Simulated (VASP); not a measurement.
# MgC2: single point with PBE

Crystal: MgC2.

```xyz
6
Lattice="4.8359 0.0000 0.0000 0.0000 4.8359 0.0000 0.0000 0.0000 4.8359" Properties=species:S:1:pos:R:3 pbc="T T T"
Mg    0.0000    0.0000    0.0000
Mg    2.4179    2.4179    2.4179
C     1.2090    1.2090    1.2090
C     3.6269    3.6269    1.2090
C     3.6269    1.2090    3.6269
C     1.2090    3.6269    3.6269
```

The cell was built by a generator and needn't be a form met in nature.

The cell isn't the ideal one: random cell by space group and Wyckoff sites (Pn-3m, No. 224).

- Program: VASP 6.6.1
- Task: single point
- Functional: PBE
- Potentials or basis: VASP PAW PBE potentials, release 64 (Mg, C)
- Cutoff: 520 eV
- k mesh: 8 × 8 × 8
- Occupations: gaussian, width 0.1 eV
- Spin: no spin polarisation

```yaml
Pressure: 0.0 GPa
Band_gap_on_the_k_mesh: none (metal or under the smearing width)
```

Levels at points of the mesh, in eV from the Fermi level:
```
           k point  band 6  band 7  band 8  band 9  band 10  band 11  band 12  band 13  band 14  band 15
(0.00, 0.00, 0.00)   -1.46   -1.46   -0.40   -0.40    -0.40     0.83     0.83     0.83     1.54     1.54
(0.50, 0.00, 0.00)   -1.67   -0.53   -0.53   -0.50    -0.50    -0.18    -0.18     0.83     0.83     1.15
(0.50, 0.50, 0.00)   -1.95   -0.97   -0.97   -0.50    -0.50    -0.04    -0.04     1.03     1.03     1.45
(0.50, 0.50, 0.50)   -2.23   -2.23   -2.23    0.46     0.46     0.46     1.35     1.35     1.60     1.60
```

It took 60 s on 1 thread of Intel(R) Xeon(R) Platinum 8259CL CPU @ 2.50GHz (Skylake/Cascade Lake), on a shared host, peak memory 0.24 GiB.
